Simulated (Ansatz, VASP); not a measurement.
# Cross-check of BaTiO3 between VASP and Ansatz

Aim: how closely do two programs agree when they are given the same cell, functional and k mesh?

Calculated with Ansatz 0.2.0; plane waves, with VASP 6.6.1 beside it; single point at r2SCAN.

The database entry behind the starting cell differs from later determinations by our own check (c/a about 0.6 % short), so it need not match the best structure at ambient conditions.

### Step 1. Starting point

The structure is tetragonal, space group P4mm (No. 99). Conventional cell: a = 4.000 Å, b = 4.000 Å, c = 4.018 Å, α = 90.00°, β = 90.00°, γ = 90.00°. Ba has 12 O at 2.79 to 2.88 Å nearest. Nearest to Ti lie 6 O at 1.89 to 2.13 Å. Nearest to O lie 2 Ti at 1.89 to 2.13 Å and 4 Ba at 2.83 Å. Nearest to O lie 2 Ti at 2.00 Å and 4 Ba at 2.79 to 2.88 Å. Farther neighbours and most contacts between anions are not listed.

### Step 2. Ansatz: single point, r2SCAN

Ansatz runs on its default PAW (the set named soft_2) files.

With cell and atoms fixed, the geometry can't cause a difference; cores, projectors, grids and the points listed under the comparison can.

input.yaml reads:

```yaml
crystal:
  lattice:
    - [3.9998, 0.0, 0.0]
    - [0.0, 3.9998, 0.0]
    - [0.0, 0.0, 4.018]
  atoms:
    - { symbol: Ba, position: [0.0, 0.0, 0.0] }
    - { symbol: Ti, position: [0.5, 0.5, 0.49] }
    - { symbol: O, position: [0.5, 0.5, 0.019] }
    - { symbol: O, position: [0.5, 0.0, 0.517] }
    - { symbol: O, position: [0.0, 0.5, 0.517] }
hamiltonian:
  xc: r2scan
  pseudopotentials: { kind: paw }
kpoints:
  mp_grid: { grid: [6, 6, 6] }
scf:
  occupations: { method: gaussian, width: 0.01 }
  n_extra_bands: 5
output:
  forces: true
  stress: true
  eigenvalues: true
  write_density: true
  write_potential: true
  elf: true
  volumetric_format: npy
```

The run is started by

```
ansatz run input.yaml --threads 2 --pin off --max-ram 4608MiB --backend cpu --events-out ev --progress --plain --runs-dir out
```

Numbers of over 12 decimals in the logs are rounded to 6 here.

The program printed:

```text
scf.n_extra_bands = 5 over 20 filled bands (N_el = 40.0): the run solves 25 bands
Engine: ansatz 0.2.0, x86_64-unknown-linux-gnu
Pseudopotentials: kind: paw
Pseudopotential: Ba, paw, valence charge 10, recommended cutoff 500 eV (meta_gga), Ba.paw.azcp
Pseudopotential: Ti, paw, valence charge 12, recommended cutoff 500 eV (meta_gga), Ti.paw.azcp
Pseudopotential: O, paw, valence charge 6, recommended cutoff 500 eV (meta_gga), O.paw.azcp
Functional definition: r2SCAN
  parameter k0 = 0.174
  parameter k1 = 0.065
  parameter a1 = 4.9479
  exchange = r2scan_x(k0 = k0, k1 = k1, a1 = a1)
  correlation = r2scan_c
Crystal: 5 atoms, lattice volume = 64.282 Å³
Basis set: ecut = 500 eV, 1647 PW (Γ), exchange–correlation on 120×120×120 points (64 copies of the dense FFT grid, shifted against one another)
Bands: 25, of which v1, the nominal top of the filled ones, is band 20 counted from 1 (19 counted from 0)
Symmetry: 8 space group operations
Space group: P4mm (ITA 99), of the structure as read, at distance tolerance 4.0e-5 Å
k-points: 40 of 216 (time reversal used)
Non-local potential: Ba, projectors of the file, l = 0: 3, l = 1: 2, l = 2: 2, l = 3: 2
Non-local potential: Ti, projectors of the file, l = 0: 3, l = 1: 2, l = 2: 3, l = 3: 1
Non-local potential: O, projectors of the file, l = 0: 2, l = 1: 2, l = 2: 1
PAW form: soft (Blöchl's): semilocal exchange-correlation on the pseudo side does not see the compensation charge
PAW frozen core: Ba, regenerated for the run's functional (the file was generated under x = pbe(κ = 0.804, μ = 0.219515), c = pbe(β = 0.066725))
PAW frozen core: Ti, regenerated for the run's functional (the file was generated under x = pbe(κ = 0.804, μ = 0.219515), c = pbe(β = 0.066725))
PAW frozen core: O, regenerated for the run's functional (the file was generated under x = pbe(κ = 0.804, μ = 0.219515), c = pbe(β = 0.066725))
PAW one-centre angular grid: Ba, 302 points (default); XC on 160 Gauss nodes
PAW one-centre angular grid: Ti, 590 points (default); XC on 160 Gauss nodes
PAW one-centre angular grid: O, 302 points (default); XC on 160 Gauss nodes
Initial density: superposition of atomic densities (neutral atoms: chi_scale 0, normalization atom), corrected by the library's trained network
Initial wavefunctions: pseudopotential atomic-orbital guess
Functional: x = r2scan, c = r2scan; τ floored in thin density (d = 2e-4 eV/Å³)
SCF iter   1: F=—  HF=-10183.709948 eV  |F-HF|=—  |Δ(HF+E_count)|=         —  Δρ=2.16e-2  dr2=3.77e-1  dr2_τ=2.40e-1  ethr=1.77e-3  ⟨swp⟩=6.3  Hψ=5108  notcnv=0
preconditioner: auto → Resta (q_TF=auto, 2.521 Å⁻¹)  ε∞=5.1  [insulator: Δε(μ)=2.699 eV  Ē_g=12.962 eV  σ=0.010 eV  W_gap=1.00  n_scr=18 (ndim 8)  ℏωp=26.2 eV  f_vac=0.000  D(μ)=0.00/eV (n_scr^D=0)  ε∞_Penn≈5.1]
SCF iter   2: F=—  HF=-10183.814017 eV  |F-HF|=—  |Δ(HF+E_count)|=   1.04e-1  Δρ=1.12e-2  dr2=5.00e-2  dr2_τ=2.06e-2  ethr=9.43e-4  ⟨swp⟩=3.4  Hψ=2193  notcnv=0  defer=40
SCF iter   3: F=—  HF=-10183.807382 eV  |F-HF|=—  |Δ(HF+E_count)|=   6.64e-3  Δρ=3.64e-3  dr2=5.73e-3  dr2_τ=4.25e-4  ethr=1.25e-4  ⟨swp⟩=2.1  Hψ=1487  notcnv=0  defer=40
SCF iter   4: F=—  HF=-10183.806618 eV  |F-HF|=—  |Δ(HF+E_count)|=   7.64e-4  Δρ=1.51e-3  dr2=1.04e-3  dr2_τ=1.66e-4  ethr=1.43e-5  ⟨swp⟩=2.1  Hψ=1752  notcnv=0  defer=40
SCF iter   5: F=—  HF=-10183.806468 eV  |F-HF|=—  |Δ(HF+E_count)|=   1.50e-4  Δρ=3.37e-4  dr2=5.61e-5  dr2_τ=4.86e-6  ethr=2.60e-6  ⟨swp⟩=2.0  Hψ=1474  notcnv=0  defer=40
SCF iter   6: F=—  HF=-10183.806471 eV  |F-HF|=—  |Δ(HF+E_count)|=   3.12e-6  Δρ=1.62e-4  dr2=1.50e-5  dr2_τ=1.96e-6  ethr=1.40e-7  ⟨swp⟩=2.0  Hψ=1563  notcnv=0  defer=40
SCF iter   7: F=—  HF=-10183.806469 eV  |F-HF|=—  |Δ(HF+E_count)|=   2.20e-6  Δρ=5.34e-5  dr2=2.05e-6  dr2_τ=1.06e-7  ethr=3.75e-8  ⟨swp⟩=2.0  Hψ=1427  notcnv=0  defer=40
SCF iter   8: F=—  HF=-10183.806469 eV  |F-HF|=—  |Δ(HF+E_count)|=   1.02e-7  Δρ=1.62e-5  dr2=1.93e-7  dr2_τ=1.30e-8  ethr=5.13e-9  ⟨swp⟩=2.1  Hψ=1436  notcnv=0  defer=40
SCF iter   9: F=-10183.806469 eV  HF=-10183.806469 eV  |F-HF|=7.91e-9  |Δ(HF+E_count)|=   2.40e-8  Δρ=3.71e-6  dr2=9.55e-9  dr2_τ=1.69e-10  ethr=2.50e-10  ⟨swp⟩=12.3  Hψ=6691  notcnv=0
SCF 1 converged in 9 iterations: F = -10183.806469 eV  dr2 = 9.55e-9
  greatest PAW one-centre occupation: 0.999 electrons in one spin orbital (limit 2), on the Ti atom at site 1 (counted from 0), in its partial waves of l = 0
SCF converged after 9 iterations
Free energy (F): -10183.806469 eV
Harris-Foulkes:  -10183.806469 eV  (|F-HF|=7.91e-9)
Internal energy: -10183.806469 eV  (E = F + TS)
E sigma→0 (E₀):  -10183.806469 eV
Fermi energy:    11.085026 eV
--- Per-component energies (eV) ---
  E_band       = -175.262143
  E_kinetic    = 973.521129
  E_local      = -2099.784857  (includes V_loc(G=0)·N_el)
  E_nonlocal   = 199.427254
  E_hartree    = 819.889514
  E_xc         = -475.316517
  E_vxc        = -604.225265  (∫ρ·V_xc dr)
  E_paw        = -6784.889254  (= ΣΔE_a)
  E_vpaw       = -320.737813  (= ΣTr[D̂ρ^β])
  E_aug_tail   = 0.003065  (compensation charges beyond the density's cutoff)
  E_vtau       = 36.755436  (kinetic-family band-sum trace: ∫τ·v_τ [+ j·A + Jᵃ·Aᵃ] dr)
  E_ewald      = -2816.377938
  E_core_change = -0.278864  (= ΣΔE_core)
  E_smearing   = -0.000000  (= −TS)
  E_closure    = -0.000000  (closes the sum)
  Σ components = -10183.806469   (vs F -10183.806469, Δ=0.00e0)
--- Forces (eV/Å), atoms counted from 1 ---
  atom   1  Ba     0.00000000     0.00000000     0.05642257
  atom   2  Ti    -0.00000000     0.00000000    -0.17433100
  atom   3  O      0.00000000     0.00000000     0.39285087
  atom   4  O     -0.00000000     0.00000000    -0.13749487
  atom   5  O     -0.00000000    -0.00000000    -0.13749487
  max |Σ_I F_I| component: 4.73e-5 eV/Å
--- Stress (GPa, compression-positive) ---
       -1.068797       0.000000       0.000000
        0.000000      -1.068797       0.000000
        0.000000       0.000000      -0.207145
  P = ⅓ Tr σ = -0.7816 GPa (-7.816 kbar)
--- Band table (eV; the first three rows and the last of 40) ---
  k-point 0: bands = [... 16 lower, 8.8055, 9.7105, 9.7360, 9.7360, 12.1780, 12.3806, 12.3806, 14.3031, ... 1 higher]
  k-point 1: bands = [... 16 lower, 8.6047, 9.1668, 9.6135, 9.6135, 12.2072, 12.8059, 12.8059, 14.3025, ... 1 higher]
  k-point 2: bands = [... 16 lower, 8.2498, 8.4047, 9.3972, 9.3972, 12.2672, 13.5573, 13.5573, 14.3029, ... 1 higher]
  k-point 39: bands = [... 16 lower, 7.6147, 9.9047, 9.9047, 9.9921, 14.5352, 14.5352, 14.5388, 17.2631, ... 1 higher]
```

Run time: 11 s. Hardware: 2 threads of Intel Xeon Platinum 8488C (Sapphire Rapids), shared host; peak memory 0.53 GiB; 19 s of CPU time.

The column dr2 measures how far the density is from self-consistency, as an energy; F and HF (Harris–Foulkes) agree once it is small.

The run ends at a pressure of -0.78 GPa, with forces up to 0.39 eV/Å.

### Step 3. VASP: single point, r2SCAN

The same cell, functional, mesh and smearing now go to VASP, with its own data sets and cutoff.

Lines of VASP's logs that name or quote its potential files are left out, and so is its time.

INCAR reads:

```
SYSTEM = BaTiO3
PREC = Accurate
ENCUT = 440
EDIFF = 1E-08
NELM = 100
ISMEAR = 0
SIGMA = 0.01
LREAL = .FALSE.
ALGO = Normal
METAGGA = R2SCAN
LASPH = .TRUE.
NBANDS = 26
LORBIT = 11
LWAVE = .TRUE.
LCHARG = .FALSE.
KPAR = 8
```

POSCAR reads:

```
BaTiO3
1.0
    3.9998000000      0.0000000000      0.0000000000
    0.0000000000      3.9998000000      0.0000000000
    0.0000000000      0.0000000000      4.0180000000
Ba Ti O
1 1 3
Direct
    0.0000000000      0.0000000000      0.0000000000
    0.5000000000      0.5000000000      0.4900000000
    0.5000000000      0.5000000000      0.0190000000
    0.5000000000      0.0000000000      0.5170000000
    0.0000000000      0.5000000000      0.5170000000
```

KPOINTS reads:

```
Automatic mesh
0
Gamma
6 6 6
0 0 0
```

The projector-augmented-wave data sets are Ba_sv_GW, Ti_sv_GW and O_GW (PBE family, release 64).

The run is started by

```
mpirun -np 8 vasp_std
```

The program printed:

```text
[banner, memory and clock lines left out]
running    8 mpi-ranks, on    1 nodes
 distrk:  each k-point on    1 cores,    8 groups
 distr:  one band on    1 cores,    1 groups

 POSCAR found type information on POSCAR BaTiO
 POSCAR found :  3 types and       5 ions
|                                                                             |
|           W    W    AA    RRRRR   N    N  II  N    N   GGGG   !!!           |
|           W    W   A  A   R    R  NN   N  II  NN   N  G    G  !!!           |
|           W    W  A    A  R    R  N N  N  II  N N  N  G       !!!           |
|           W WW W  AAAAAA  RRRRR   N  N N  II  N  N N  G  GGG   !            |
|           WW  WW  A    A  R   R   N   NN  II  N   NN  G    G                |
|           W    W  A    A  R    R  N    N  II  N    N   GGGG   !!!           |
|                                                                             |
|     For optimal performance we recommend to set                             |
|       NCORE = 2 up to number-of-cores-per-socket                            |
|     NCORE specifies how many cores store one orbital (NPAR=cpu/NCORE).      |
|     This setting can greatly improve the performance of VASP for DFT.       |
|     The default, NCORE=1 might be grossly inefficient on modern             |
|     multi-core architectures or massively parallel machines. Do your        |
|     Unfortunately you need to use the default for GW and RPA                |
|     calculations (for HF NCORE is supported but not extensively tested      |
|     yet).                                                                   |
|                                                                             |

|                                                                             |
|               ----> ADVICE to this user running VASP <----                  |
|                                                                             |
|     You enforced a specific xc type in the INCAR file but a different       |
|     [... a line on the potential file left out ...]
|     I HOPE YOU KNOW WHAT YOU ARE DOING!                                     |
|                                                                             |

 LDA part: xc-table for (None), standard interpolation
 POSCAR, INCAR and KPOINTS ok, starting setup
 FFT: planning ... GRIDC
 FFT: planning ... GRID_SOFT
 FFT: planning ... GRID
 WAVECAR not read
 entering main loop
       N       E                     dE             d eps       ncg     rms          rms(c)
DAV:   1     0.668917750774E+03    0.66892E+03   -0.17385E+04  2112   0.155E+03
DAV:   2     0.190792172148E+02   -0.64984E+03   -0.63679E+03  3488   0.828E+02
DAV:   3    -0.101345481111E+03   -0.12042E+03   -0.11536E+03  3552   0.316E+02
DAV:   4    -0.107561286986E+03   -0.62158E+01   -0.61777E+01  3592   0.835E+01
DAV:   5    -0.107857020879E+03   -0.29573E+00   -0.29408E+00  3648   0.206E+01    0.193E+01
DAV:   6    -0.772276861106E+02    0.30629E+02   -0.49043E+01  3768   0.853E+01    0.552E+00
DAV:   7    -0.779949287731E+02   -0.76724E+00   -0.49186E+00  3592   0.273E+01    0.401E+00
DAV:   8    -0.781191586312E+02   -0.12423E+00   -0.10428E+00  3806   0.147E+01    0.186E+00
DAV:   9    -0.780851687086E+02    0.33990E-01   -0.94984E-01  3840   0.115E+01    0.139E+00
DAV:  10    -0.780574489000E+02    0.27720E-01   -0.71832E-02  3656   0.377E+00    0.712E-01
DAV:  11    -0.780529635684E+02    0.44853E-02   -0.10140E-01  3624   0.436E+00    0.419E-01
DAV:  12    -0.780503914041E+02    0.25722E-02   -0.76355E-03  3776   0.134E+00    0.185E-01
DAV:  13    -0.780499535779E+02    0.43783E-03   -0.54834E-03  3824   0.964E-01    0.763E-02
DAV:  14    -0.780498943523E+02    0.59226E-04   -0.34356E-04  3768   0.265E-01    0.245E-02
DAV:  15    -0.780498928086E+02    0.15437E-05   -0.23067E-05  3688   0.438E-02    0.120E-02
DAV:  16    -0.780498928937E+02   -0.85137E-07   -0.58203E-06  3696   0.221E-02    0.330E-03
DAV:  17    -0.780498927515E+02    0.14221E-06   -0.57803E-07  3736   0.772E-03    0.280E-03
DAV:  18    -0.780498923666E+02    0.38489E-06   -0.27601E-07  3744   0.755E-03    0.125E-03
DAV:  19    -0.780498922643E+02    0.10227E-06   -0.39173E-08  2456   0.258E-03    0.705E-04
DAV:  20    -0.780498922272E+02    0.37105E-07   -0.47414E-08  2726   0.316E-03    0.211E-04
DAV:  21    -0.780498922134E+02    0.13835E-07   -0.50666E-09  2168   0.148E-03    0.120E-04
DAV:  22    -0.780498922180E+02   -0.46025E-08   -0.24628E-09  2096   0.111E-03
   1 F= -.78049892E+02 E0= -.78049892E+02  d E =-.208271E-34
 writing wavefunctions
```

OUTCAR, selected parts (step 3):

```text
ion  position               nearest neighbor table
   1  0.000  0.000  0.000-
   2  0.500  0.500  0.490-   3 1.89   4 2.00   5 2.00   4 2.00   5 2.00   3 2.13
   3  0.500  0.500  0.019-   2 1.89   2 2.13
   4  0.500  0.000  0.517-   2 2.00   2 2.00
   5  0.000  0.500  0.517-   2 2.00   2 2.00

  LATTYP: Found a simple tetragonal cell.
 ALAT       =     3.9998000000
 C/A-ratio  =     1.0045502275

 Subroutine GETGRP returns: Found  8 space group operations
 (whereof  8 operations were pure point group operations)

The static configuration has the point symmetry C_4v.

 Found     40 irreducible k-points:

   k-points           NKPTS =     40   k-points in BZ     NKDIM =     40   number of bands    NBANDS=     26

   dimension x,y,z NGX =    28 NGY =   28 NGZ =   28
   dimension x,y,z NGXF=    56 NGYF=   56 NGZF=   56

   ENCUT  =  440.0 eV  32.34 Ry    5.69 a.u.   6.84  6.84  6.87*2*pi/ulx,y,z

   NELECT =      40.0000    total number of electrons

 k-points in reciprocal lattice and weights: Automatic mesh
   0.00000000  0.00000000  0.00000000       0.005
   0.16666667  0.00000000  0.00000000       0.019
   0.33333333  0.00000000  0.00000000       0.019
   0.50000000  0.00000000  0.00000000       0.009
   0.16666667  0.16666667  0.00000000       0.019
   0.33333333  0.16666667  0.00000000       0.037
   0.50000000  0.16666667  0.00000000       0.019
   0.33333333  0.33333333  0.00000000       0.019
   0.50000000  0.33333333  0.00000000       0.019
[...]
0.50000000  0.33333333  0.50000000       0.019
   0.50000000  0.50000000  0.50000000       0.005

 average (electrostatic) potential at core
       1 -84.2987       2-104.0394       3 -71.8615       4 -71.7392       5 -71.7392

 E-fermi :   5.1860

 k-point     1 :       0.0000    0.0000    0.0000
  band No.  band energies     occupation
    ...
     16       3.8270      2.00000
     17       3.9148      2.00000
     18       4.8145      2.00000
     19       4.8394      2.00000
     20       4.8394      2.00000
     21       7.2826      0.00000
     22       7.4852      0.00000
     23       7.4852      0.00000
     24       9.4019      0.00000
     25       9.5050      0.00000
    ...

 k-point     2 :       0.1667    0.0000    0.0000
  band No.  band energies     occupation
    ...
     16       3.6103      2.00000
     17       3.7460      2.00000
     18       4.2819      2.00000
     19       4.6263      2.00000
     20       4.7074      2.00000
     21       7.5060      0.00000
     22       7.7729      0.00000
     23       7.8265      0.00000
     24       9.4755      0.00000
     25      10.1456      0.00000
    ...

 k-point     3 :       0.3333    0.0000    0.0000
  band No.  band energies     occupation
    ...
     16       3.3522      2.00000
     17       3.3927      2.00000
     18       3.5956      2.00000
     19       4.3043      2.00000
     20       4.3924      2.00000
     21       7.5611      0.00000
     22       8.5847      0.00000
     23       8.5962      0.00000
     24       9.4731      0.00000
     25      11.0551      0.00000
    ...

  Total       -1.6842810     -1.6842810     -1.3619602      0.0000000     -0.0000000      0.0000000
  in kB      -41.9796334    -41.9796334    -33.9459922      0.0000000     -0.0000000      0.0000000
  external PRESSURE =     -39.3017530 kB  Pullay stress =       0.0000000 kB

  energy-cutoff  :      440.00
  volume of cell :       64.28
      direct lattice vectors                 reciprocal lattice vectors
     3.999800000  0.000000000  0.000000000     0.250012501  0.000000000  0.000000000
     0.000000000  3.999800000  0.000000000     0.000000000  0.250012501  0.000000000
     0.000000000  0.000000000  4.018000000     0.000000000  0.000000000  0.248880040

 POSITION                                       TOTAL-FORCE (eV/Angst)
 -----------------------------------------------------------------------------------
      0.00000      0.00000      0.00000         0.000000      0.000000      0.057529
      1.99990      1.99990      1.96882         0.000000     -0.000000     -0.177789
      1.99990      1.99990      0.07634         0.000000     -0.000000      0.396789
      1.99990      0.00000      2.07731         0.000000      0.000000     -0.138265
      0.00000      1.99990      2.07731         0.000000      0.000000     -0.138265
 -----------------------------------------------------------------------------------
    total drift:                                0.000000      0.000000     -0.011882

  FREE ENERGIE OF THE ION-ELECTRON SYSTEM (eV)
  ---------------------------------------------------
  free  energy   TOTEN  =       -78.0498922180 eV

  energy  without entropy=      -78.0498922180  energy(sigma->0) =      -78.04989222

 total charge
# of ion       s       p       d       f       tot
--------------------------------------------------
    1        1.957   4.614   0.112   0.024   6.707
    2        2.204   6.108   1.360   0.036   9.709
    3        1.553   3.459   0.000   0.000   5.013
    4        1.550   3.459   0.000   0.000   5.009
    5        1.550   3.459   0.000   0.000   5.009
--------------------------------------------------
tot          8.814  21.100   1.472   0.060  31.446

[... 3 further parts left out ...]
```

This run has no spin polarisation, so a moment on Ti, if there is one, isn't seen.

### Step 4. Side by side

Known differences besides the potentials themselves: VASP keeps PBE cores, Ansatz makes them for the functional; the cutoff is 500 eV in Ansatz and 440 eV in VASP. Total energies have different zeros and are not compared.

The two programs side by side:

```tsv
quantity	Ansatz	VASP	difference
gap on the k mesh (eV)	2.186	2.180	+0.006
```

Forces (eV/Å; atoms numbered as in POSCAR):

```tsv
atom	Ansatz x, y, z	VASP x, y, z
Ba1	0.000, 0.000, 0.056	0.000, 0.000, 0.058
Ti2	0.000, 0.000, -0.174	0.000, 0.000, -0.178
O3	0.000, 0.000, 0.393	0.000, 0.000, 0.397
O4	0.000, 0.000, -0.137	0.000, 0.000, -0.138
O5	0.000, 0.000, -0.137	0.000, 0.000, -0.138
```

The forces differ by 1.4 meV/Å r.m.s., which is 1.1 % of the r.m.s. force of 0.12 eV/Å (both taken over all components). Not compared: the pressure (VASP's GW data sets at this cutoff don't carry it). A gap on the mesh is an upper bound, since the band edges may lie between its points.

### Step 5. Other set-ups

Further runs change the set-up of one program: Ansatz's method, potentials or start, or VASP's data sets, cutoff or form of LDA. The table gives Ansatz less VASP for each quantity, since a change that brings one quantity closer may part another.

```tsv
run	r.m.s. force difference (meV/Å)	gap on the k mesh (eV)
as above	1.4	0.0061
cores kept as stored	1	0.0060
Ansatz's larger PAW set (cutoff 910 eV)	0.52	-6.8e-4
norm-conserving potentials (cutoff 1290 eV)	2.8	0.0054
```

### Step 6. Outcome

| Item | Value |
| --- | --- |
| r.m.s. force difference (single point, r2SCAN) | 1.4 meV/Å |

What this shows: The r.m.s. force difference is 1.4 meV/Å (single point, r2SCAN), within the 12 meV/Å picked in this series as the mark of a large difference. Single point, r2SCAN, cores kept as stored: r.m.s. force difference goes from 1.4 to 1 meV/Å. Single point, r2SCAN, Ansatz's larger PAW set (cutoff 910 eV): r.m.s. force difference goes from 1.4 to 0.52 meV/Å; the difference in gap on the k mesh goes from 0.0061 to -6.8e-4 eV. Single point, r2SCAN, norm-conserving potentials (cutoff 1290 eV): r.m.s. force difference goes from 1.4 to 2.8 meV/Å. How closely two codes agree says nothing of how well the functional describes the real material.

[Lines on the potential files, build, host, timing and source positions are cut from VASP's logs without a mark.]

[Logs are printed without paths, hosts, clocks, repeated set-up lines and the standing remarks that a program may print on its own settings, such as how far it seeks lower states.]

[Hosts, paths, dates, database ids (printed as entryN), source tags and the programs' standing remarks are cut or masked in the printed files.]
